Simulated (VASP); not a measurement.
```
MgI2
1.0
    2.08978    -3.61961     0.00000
    2.08978     3.61961     0.00000
    0.00000     0.00000     7.15454
Mg I
1 2
Direct
  0.00000   0.00000   0.00000
  0.33333   0.66667   0.23284
  0.66667   0.33333   0.76716
```

Method: r2SCAN meta-GGA with spin-orbit coupling, VASP's PBE PAW potentials (set 64) (plane waves; VASP 6.6.1). Numerical set-up: 400 eV cut-off, 6×6×3 Γ-centred mesh, Gaussian smearing of 0.050 eV, potentials Mg I.

Question: Give the energies of bands 7 to 20 at the high-symmetry points, in eV from the valence-band maximum.

Answer: 
```json
[
 {"band": "7", "Γ": "-1.10", "M": "-3.22", "K": "-2.97", "A": "-1.73", "L": "-3.44", "H": "-3.17"},
 {"band": "8", "Γ": "-1.10", "M": "-3.22", "K": "-2.97", "A": "-1.73", "L": "-3.44", "H": "-3.17"},
 {"band": "9", "Γ": "-1.02", "M": "-2.04", "K": "-2.52", "A": "-0.95", "L": "-1.71", "H": "-2.78"},
 {"band": "10", "Γ": "-1.02", "M": "-2.04", "K": "-2.52", "A": "-0.95", "L": "-1.71", "H": "-2.78"},
 {"band": "11", "Γ": "-0.37", "M": "-1.46", "K": "-2.16", "A": "-0.57", "L": "-1.28", "H": "-2.33"},
 {"band": "12", "Γ": "-0.37", "M": "-1.46", "K": "-2.16", "A": "-0.57", "L": "-1.28", "H": "-2.33"},
 {"band": "13", "Γ": "-0.03", "M": "-1.27", "K": "-1.32", "A": "-0.31", "L": "-1.19", "H": "-0.92"},
 {"band": "14", "Γ": "-0.03", "M": "-1.27", "K": "-1.32", "A": "-0.31", "L": "-1.19", "H": "-0.92"},
 {"band": "15", "Γ": "0.00", "M": "-0.56", "K": "-1.21", "A": "-0.06", "L": "-0.64", "H": "-0.74"},
 {"band": "16", "Γ": "0.00", "M": "-0.56", "K": "-1.21", "A": "-0.06", "L": "-0.64", "H": "-0.74"},
 {"band": "17", "Γ": "4.18", "M": "3.94", "K": "4.32", "A": "5.03", "L": "3.88", "H": "5.07"},
 {"band": "18", "Γ": "4.18", "M": "3.94", "K": "4.32", "A": "5.03", "L": "3.88", "H": "5.07"},
 {"band": "19", "Γ": "5.20", "M": "5.72", "K": "7.59", "A": "5.26", "L": "5.58", "H": "6.19"},
 {"band": "20", "Γ": "5.20", "M": "5.72", "K": "7.59", "A": "5.26", "L": "5.58", "H": "6.19"}
]
```

The gap is indirect, 3.86 eV, from the valence maximum at Γ to the conduction minimum at (0.50, 0.00, 0.33).

The compound is MgI2 in the 1T layered structure. It was relaxed first, which changed the volume by +6 %.
